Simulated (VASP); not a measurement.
Input of a VASP 6.6.1 run:

File POSCAR:

```
InSb                                    
1.0
    0.0000000000      3.2603245802      3.2603245802
    3.2603245802      0.0000000000      3.2603245802
    3.2603245802      3.2603245802      0.0000000000
  In              Sb            
     1     1
Direct
     0.0000000000000000    0.0000000000000000    0.0000000000000000
     0.2500000000000000    0.2500000000000000    0.2500000000000000
```

The input INCAR.step1:

```
SYSTEM = InSb
PREC = Accurate
ENCUT = 520
EDIFF = 1E-5
ISMEAR = 0
SIGMA = 0.03
LREAL = .False.
LASPH = .True.
NELM = 80
ALGO = Normal
ISIF = 2
LWAVE = .True.
LCHARG = .False.
KPAR = 8
GGA = PE
```

File INCAR.step2:

```
SYSTEM = InSb
PREC = Accurate
ENCUT = 520
EDIFF = 1E-6
ISMEAR = 0
SIGMA = 0.03
LREAL = .False.
LASPH = .True.
NELM = 80
ALGO = Normal
ISIF = 2
LWAVE = .False.
LCHARG = .False.
GGA = PE
LHFCALC = .True.
HFSCREEN = 0.2
PRECFOCK = Fast
KPAR = 8
ISTART = 1
```

Contents of KPOINTS:

```
Automatic mesh
0
Gamma
  6 6 6
  0 0 0
```

Contents of KPOINTS_OPT:

```
explicit points
6
Reciprocal
 0.0000000000  0.0000000000  0.0000000000 1
 0.3750000000  0.3750000000  0.7500000000 1
 0.5000000000  0.5000000000  0.5000000000 1
 0.6250000000  0.2500000000  0.6250000000 1
 0.5000000000  0.2500000000  0.7500000000 1
 0.5000000000  0.0000000000  0.5000000000 1
```

Potentials or basis: VASP PAW PBE potentials, release 64 (In_d, Sb).

Run with:

```console
$ cat potpaw_PBE.64/In_d/POTCAR potpaw_PBE.64/Sb/POTCAR > POTCAR
$ cp INCAR.step1 INCAR
$ mpirun -np 8 vasp_std > vasp.out
$ cp INCAR.step2 INCAR
$ mpirun -np 8 vasp_std > vasp.out
```

Problem. What does it give for the band gap on the k mesh?

Solution. 0.41 eV, direct.

Problem. Estimate the band gap along the path.

Solution. 0.41 eV, direct.

Caveat: spin-orbit coupling is left out, which moves the levels of the heavy elements.

**Experimental background.**

“Electronic Structure and Epitaxy of CdTe Shells on InSb Nanowires”, 2021, arxiv:2111.05126 quotes, for a bulk crystal of InSb: band gap 0.24 eV.

Against the measured gap of InSb, 0.24 eV (quoted in “Electronic Structure and Epitaxy of CdTe Shells on InSb Nanowires”, 2021, arxiv:2111.05126), the calculated 0.41 eV is off by +0.17 eV. Spin-orbit coupling on In, Sb is left out. The value is that of HSE06, without temperature or zero-point motion.
